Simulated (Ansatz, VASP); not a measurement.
# K12Na12BeSi14O41 in two plane-wave programs, part 2 of 2

Wanted: the spread between two codes on one cell, functional and k mesh. The structure shown is frame 82 of Ansatz's trajectory.

VASP 6.6.1 and Ansatz 0.2.0.

So far: The structure; Ansatz: dynamics, PBE.

**3. VASP: single point, PBE**

Level of this step: PBE; plane waves and PAW (Si, K_sv, Na_pv, Be, O) (VASP).

The same cell, functional and mesh now go to VASP, with its own data sets.

Lines of VASP's logs that name or quote its potential files are left out, and so is its time.

Input file INCAR:

```
SYSTEM = K12Na12BeSi14O41
PREC = Accurate
ENCUT = 520
EDIFF = 1E-06
NELM = 120
ISMEAR = 0
SIGMA = 0.01
LREAL = Auto
ALGO = Normal
GGA = PE
NBANDS = 304
LORBIT = 11
LWAVE = .FALSE.
LCHARG = .FALSE.
ISIF = 2
LASPH = .TRUE.
GGA_COMPAT = .FALSE.
EFERMI = MIDGAP
NCORE = 2
```

Input file POSCAR:

```
K12Na12BeSi14O41
1.0
   10.5689700000      0.0000000000      0.0000000000
    0.0000000000     10.5689700000      0.0000000000
    0.0000000000      0.0000000000     10.5689700000
Si K Na Be O
14 12 12 1 41
Direct
    0.9611248778      0.2095757676      0.7389272559
    0.8738126799      0.3395505901      0.9949692354
    0.8176671899      0.2034919202      0.4710392782
    0.1127640631      0.6671794886      0.4930281759
    0.5589097140      0.9339982988      0.7611337718
    0.3893189213      0.2577356166      0.2393516114
    0.4022057022      0.1863947007      0.6422196297
    0.3588429147      0.5417557245      0.3590983795
    0.7207419455      0.9274508301      0.5065867346
    0.3953270754      0.7495148534      0.1420100540
    0.4662138316      0.6687974325      0.8610394390
    0.6848538694      0.7986776384      0.2452651488
    0.1563160838      0.9161252232      0.0342701323
    0.7623070176      0.5633850792      0.8220574001
    0.1088280126      0.5849103555      0.8825552537
    0.6190007162      0.0813891988      0.1399379504
    0.6735471858      0.2460504666      0.7658267551
    0.9357770909      0.6914864930      0.1032834798
    0.7077510864      0.5790346647      0.4385479380
    0.2408087070      0.8787138198      0.7459194226
    0.9390319019      0.4130203795      0.2687868354
    0.8546149719      0.9891124679      0.9733020342
    0.0595800726      0.0292270675      0.5244976568
    0.1308358336      0.1970674531      0.0820136683
    0.4033316397      0.7878061911      0.5155942348
    0.6077791876      0.4518604935      0.1339297964
    0.8685141504      0.6873044393      0.6242424759
    0.9635754477      0.4386709396      0.5904170416
    0.5581527812      0.4918643917      0.6337703674
    0.2381878272      0.9488247199      0.2977773615
    0.9028883609      0.1061503628      0.2213933808
    0.4030194049      0.1207591657      0.9305353313
    0.2651062497      0.4633374870      0.6347733034
    0.2003033408      0.2719375682      0.4278941089
    0.3845597064      0.4249515326      0.9428449508
    0.9661584809      0.8689115401      0.7631017971
    0.9508211302      0.8162195559      0.3519737496
    0.1994044831      0.1811718644      0.8047804091
    0.5775491841      0.2742556749      0.4353215119
    0.2152622252      0.0349324485      0.9539150930
    0.4720611375      0.8042032478      0.7888564354
    0.6401664495      0.8352469541      0.4066716057
    0.4493910003      0.0319898722      0.7007305348
    0.5220281636      0.2490971211      0.3103519075
    0.2822034692      0.1568270134      0.2809072218
    0.7174019796      0.0783709292      0.4683521668
    0.8489285143      0.2305049593      0.6241573209
    0.4053658966      0.2680866726      0.0883435188
    0.9825176909      0.6101824492      0.4180255976
    0.1712844298      0.7972394661      0.4430611498
    0.0858456406      0.6529586138      0.6465341467
    0.8623829947      0.8720528112      0.5171554087
    0.6258131114      0.9931876048      0.8821389407
    0.7605566105      0.4466849655      0.9418041682
    0.5233338726      0.2456152302      0.5638865471
    0.7771429004      0.9162103781      0.2121588007
    0.4776908251      0.5519837789      0.4610666886
    0.3545000128      0.5766314031      0.7928114092
    0.7230127439      0.6598088555      0.2156028449
    0.9965493326      0.4191609968      0.0216009696
    0.2258782076      0.5539328809      0.4564588602
    0.6016858786      0.5944004004      0.8455223167
    0.3552380222      0.6445093514      0.2338354636
    0.7707846649      0.5014963615      0.6870489745
    0.6452473609      0.9010338756      0.6385768907
    0.8818645526      0.2298521048      0.8770674910
    0.0693918140      0.3176846940      0.7229465123
    0.0895640729      0.8128038967      0.9394955232
    0.2789202732      0.1428805267      0.5692323850
    0.7223788127      0.3238726196      0.4324073207
    0.3766497587      0.2685408323      0.7682678634
    0.4248758394      0.6672835669      0.0094238133
    0.8144029172      0.2633558426      0.1126221382
    0.2797528993      0.8425135089      0.1085630861
    0.9961396427      0.0598449991      0.7529778209
    0.3310256345      0.4024517053      0.2941346224
    0.8563937640      0.6921015009      0.8530064898
    0.5272793848      0.8170994903      0.1858175395
    0.9512374432      0.1920906200      0.3986765030
    0.0535151486      0.9623075853      0.1385660097
```

Input file KPOINTS:

```
Automatic mesh
0
Gamma
1 1 1
0 0 0
```

Potentials, in the order of the species: Si, K_sv, Na_pv, Be and O (PBE family, release 64).

Run with:

```sh
> mpirun -np 8 vasp_gam
```

Numbers of over 12 decimals in the logs are rounded to 6 here.

What it wrote:

```text
[banner, memory and clock lines left out]
running    8 mpi-ranks, on    1 nodes
[...]
LDA part: xc-table for (Slater+PW92), standard interpolation
 POSCAR, INCAR and KPOINTS ok, starting setup
[...]
entering main loop
       N       E                     dE             d eps       ncg     rms          rms(c)
DAV:   1     0.700400487840E+04    0.70040E+04   -0.26758E+05   608   0.182E+03
DAV:   2     0.545140282076E+03   -0.64589E+04   -0.61336E+04   680   0.522E+02
DAV:   3    -0.493457593552E+03   -0.10386E+04   -0.10162E+04   672   0.216E+02
DAV:   4    -0.568399116075E+03   -0.74942E+02   -0.74108E+02   760   0.609E+01
[...]
DAV:  19    -0.490199697283E+03    0.20750E-05   -0.37567E-05   688   0.187E-02    0.147E-02
DAV:  20    -0.490199696570E+03    0.71340E-06   -0.19703E-05   760   0.112E-02    0.601E-03
DAV:  21    -0.490199696565E+03    0.53624E-08   -0.41694E-06   672   0.501E-03
   1 F= -.49019970E+03 E0= -.49019970E+03  d E =0.000000E+00
```

Parts of OUTCAR (step 3):

```text
  Total       19.7021241      1.6526591     27.1552030    -13.0416722      4.3246421     -3.3399352
  in kB       26.7377980      2.2428275     36.8523884    -17.6988834      5.8689818     -4.5326338
  external PRESSURE =      21.9443380 kB  Pullay stress =       0.0000000 kB

 POSITION                                       TOTAL-FORCE (eV/Angst)
 -----------------------------------------------------------------------------------
     10.15810      2.21500      7.80970        -0.617360     -0.391368      0.674821
      9.23530      3.58870     10.51580        -1.715811      0.401180     -1.609408
      8.64190      2.15070      4.97840        -1.429861      0.935216      0.981016
      1.19180      7.05140      5.21080        -1.101539     -2.206412      0.211305
      5.90710      9.87140      8.04440        -0.778388      1.557722      0.156661
      4.11470      2.72400      2.52970        -1.671752      0.271229      0.150336
      4.25090      1.97000      6.78760         1.292039     -1.989787      0.069168
      3.79260      5.72580      3.79530        -0.866841     -0.586446      1.135297
      7.61750      9.80220      5.35410         0.765375     -0.836488     -0.506369
      4.17820      7.92160      1.50090         2.125995      1.594237     -3.456335
      4.92740      7.06850      9.10030        -1.398528     -2.599181     -1.565350
      7.23820      8.44120      2.59220        -2.971919      2.894397      1.037010
      1.65210      9.68250      0.36220        -0.662036     -0.449892     -1.690412
      8.05680      5.95440      8.68830        -0.129066      1.735513      4.282478
[...]
-----------------------------------------------------------------------------------
    total drift:                               -0.007118      0.009589      0.010092

  FREE ENERGIE OF THE ION-ELECTRON SYSTEM (eV)
  ---------------------------------------------------
  free  energy   TOTEN  =      -490.1996965647 eV

  energy  without entropy=     -490.1996965647  energy(sigma->0) =     -490.19969656

[... 3 further parts left out ...]
[key lines of the parts left out:]
E-fermi :   2.9167
```

The run ends at a pressure of 2.19 GPa, with forces up to 5.7 eV/Å.

**4. Side by side**

Known differences besides the potentials themselves: fixed occupations in Ansatz, narrow Gaussian smearing in VASP; the data sets hold 520 valence electrons in Ansatz (on its default PAW (the set named soft_2) files) and 496 in VASP; the cutoff is 420 eV in Ansatz and 520 eV in VASP (PREC = Accurate, projectors in real space). Total energies have different zeros and are not compared.

Forces on 9 of the 80 atoms, those with the largest forces and the largest differences (eV/Å; atoms numbered as in POSCAR):

| atom | Ansatz x, y, z | VASP x, y, z |
| --- | --- | --- |
| Si10 | 2.141, 1.601, -3.431 | 2.126, 1.594, -3.456 |
| Si11 | -1.402, -2.597, -1.562 | -1.399, -2.599, -1.565 |
| Si12 | -2.881, 2.855, 1.008 | -2.972, 2.894, 1.037 |
| Si14 | -0.081, 1.732, 4.208 | -0.129, 1.736, 4.282 |
| O57 | -1.786, 0.149, -2.183 | -1.767, 0.150, -2.160 |
| O59 | 0.602, -1.202, 0.198 | 0.617, -1.293, 0.167 |
| O60 | 1.260, 0.173, 0.705 | 1.341, 0.225, 0.717 |
| O63 | -1.042, -3.386, 4.339 | -1.044, -3.425, 4.398 |
| O77 | -2.012, -2.553, -0.907 | -1.992, -2.509, -0.899 |

The forces differ by 31 meV/Å r.m.s., which is 3.2 % of the r.m.s. force of 0.959 eV/Å (both taken over all components).

**5. Summary of results**

| Item | Value |
| --- | --- |
| r.m.s. force difference (single point, PBE) | 3.2 % of the r.m.s. force |

The r.m.s. force difference is 3.2 % of the r.m.s. force (single point, PBE), beyond the 3 % picked in this series as the mark of a large difference. The data sets hold unlike numbers of valence electrons (520 in Ansatz and 496 in VASP), so part of the differences comes from the potentials. What causes the difference of the single point, PBE pair stays open here. 2 further runs of this series are not shown here. Such differences can come from data sets, numerical settings and the points named under the comparisons, not from the functional's error against experiment.

[Lines on the potential files, build, host, timing and source positions are cut from VASP's logs without a mark.]

[Logs are printed without paths, hosts, clocks, repeated set-up lines and the standing remarks that a program may print on its own settings, such as how far it seeks lower states.]

[Hosts, paths, dates, database ids (printed as entryN), source tags and the programs' standing remarks are cut or masked in the printed files.]
